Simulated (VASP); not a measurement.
Here is the system:

```xyz
3
Lattice="0.0000 2.7139 2.7139 2.7139 0.0000 2.7139 2.7139 2.7139 0.0000" Properties=species:S:1:pos:R:3 pbc="T T T"
Si     1.3569     1.3569     1.3569
Si     4.0708     4.0708     4.0708
Ni     0.0000     0.0000     0.0000
```

All values below come from RPBE GGA, VASP's PBE PAW potentials (set 64) (plane waves; VASP 6.6.1). Run with 520 eV cut-off, 10×10×10 Γ-centred mesh, first-order Methfessel-Paxton smearing of 0.10 eV, potentials Si Ni.

Problem. The job: NiSi$_{2}$ (fluorite), 3 atoms, RPBE, static run, 520 eV, 10×10×10 Γ-centred mesh. Roughly how much core time does it take on a busy server core?

Solution. About 20 core-seconds (one run on a shared machine, a rough figure). It had 47 irreducible k-points, 13 bands, up to 1091 plane waves and 17 electronic steps.

The compound is NiSi2 in the fluorite structure. This cell is one point of a volume scan, at 0.97 of the reference volume.
